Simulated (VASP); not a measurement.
Computed with r2SCAN meta-GGA, VASP's PBE PAW potentials (set 64) (plane waves; VASP).

VASP ran on this input.

File KPOINTS:
```
Automatic
0
G
6 6 6
0 0 0
```

**POSCAR**
```
Al2CdS4
1.0
 -2.7912981997   2.7912981496   5.0858724884
  2.7912981997  -2.7912981496   5.0858724884
  2.7912981496   2.7912981997  -5.0858724884
Al Cd S
2 1 4
Cart
  2.7912981496   2.7912981997   0.0000000000
  2.7912981746   0.0000000251   2.5429362442
  2.7912981496   2.7912981997   5.0858724884
  4.0218910600   1.4790414988   1.3673127928
 -1.2305929104   1.3122567009   6.4531852802
  1.4790414493   1.5607052893  -1.3673127928
  1.3122567003   1.2305929104   3.7185596966
```

INCAR:
```
SYSTEM=Al2CdS4
PREC=Accurate; ENCUT=400; LREAL=F
LASPH=T
EDIFF=1E-7; NELM=100; ALGO=Normal
LMAXMIX=4; LMIXTAU=T
ISMEAR=-5
METAGGA=R2SCAN
ISIF=2
LWAVE=F; LCHARG=F; LORBIT=11
NEDOS=601
LEFG=T
```

**KPOINTS_OPT**
```
k-points along high-symmetry lines
6
Line-mode
Reciprocal
  0.000000   0.000000   0.000000 ! GAMMA
  0.000000   0.000000   0.500000 ! X

  0.000000   0.000000   0.500000 ! X
  0.250000   0.250000   0.250000 ! P

  0.250000   0.250000   0.250000 ! P
  0.000000   0.500000   0.000000 ! N

  0.000000   0.500000   0.000000 ! N
  0.000000   0.000000   0.000000 ! GAMMA

  0.000000   0.000000   0.000000 ! GAMMA
  0.500000   0.500000  -0.500000 ! M

  0.500000   0.500000  -0.500000 ! M
  0.322586   0.677414  -0.322586 ! S

 -0.322586   0.322586   0.322586 ! S_0
  0.000000   0.000000   0.000000 ! GAMMA

  0.000000   0.000000   0.500000 ! X
 -0.145172   0.145172   0.500000 ! R

  0.500000   0.500000  -0.145172 ! G
  0.500000   0.500000  -0.500000 ! M
```

POTCAR, in this order: Al Cd S (PBE.64 set). Program: vasp_std.

Problem. Predict the energy per atom (σ→0), band gap (over mesh and band path).

Solution. 
| Quantity | Result |
|---|---|
| energy per atom (σ→0) | -10.533 eV/atom |
| band gap (over mesh and band path) | 3.40 eV |

**OSZICAR**
```
...
DAV:  18    -0.737285821284E+02   -0.18466E-04   -0.10867E-05  1932   0.273E-02    0.417E-03
DAV:  19    -0.737285830714E+02   -0.94301E-06   -0.11501E-06  2250   0.102E-02    0.151E-03
DAV:  20    -0.737285835347E+02   -0.46331E-06   -0.13687E-07  1510   0.373E-03    0.628E-04
DAV:  21    -0.737285837928E+02   -0.25810E-06   -0.18941E-07  1334   0.351E-03    0.338E-04
DAV:  22    -0.737285838370E+02   -0.44172E-07   -0.37896E-08  1035   0.185E-03
   1 F= -.73728584E+02 E0= -.73728584E+02  d E =0.000000E+00
       N       E                     dE             ncg
       N       E                     dE             ncg
```

The compound is Al2CdS4 in the sg82 structure. It was relaxed first.
